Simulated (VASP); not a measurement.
Runs of VASP 6.6.1 on InP. The structure is cubic, space group F-43m (No. 216). The conventional cell has a = 5.904 Å, b = 5.904 Å, c = 5.904 Å, α = 90.00°, β = 90.00°, γ = 90.00°. In (site symmetry -43m) has 4 P at 2.56 Å as nearest neighbours. P (site symmetry -43m) has 4 In at 2.56 Å as nearest neighbours. The cell is a database's computed one.

| task | level | potentials or basis | cell | k mesh | cutoff (eV) | gap on the mesh (eV) | pressure (GPa) |
| --- | --- | --- | --- | --- | --- | --- | --- |
| relaxation of cell and atoms | r2SCAN | VASP PAW PBE potentials, release 64 (In_d, P) | relaxed | 9 × 9 × 9 | 600 | 1.04 | 0.0 |
| dielectric tensor | PBE | VASP PAW PBE potentials, release 64 (In_d, P) | F-43m, 25.73 Å³/atom | 10 × 10 × 10 | 450 | 0.59 | - |
| band structure | LDA | VASP PAW LDA potentials, release 64 (In_d, P) | F-43m, 25.73 Å³/atom | 10 × 10 × 10 | 450 | (a) | - |
| band structure | r2SCAN | VASP PAW PBE potentials, release 64 (In_d, P) | F-43m, 25.73 Å³/atom | 10 × 10 × 10 | 450 | 1.04 | 0.0 |

Alike in all rows: no spin polarisation; smearing gaussian 0.02 eV.

Problem. Fill in the values left out.

Solution. (a) 0.39.

Caveats: spin-orbit coupling is left out, which moves the levels of the heavy elements; the PAW data sets were made with another functional, which shifts forces and pressure a little (some runs); the gap is small at this level, which inflates the dielectric constant (some runs).

A k mesh can miss the band edges, and the runs leave out spin-orbit coupling on In.
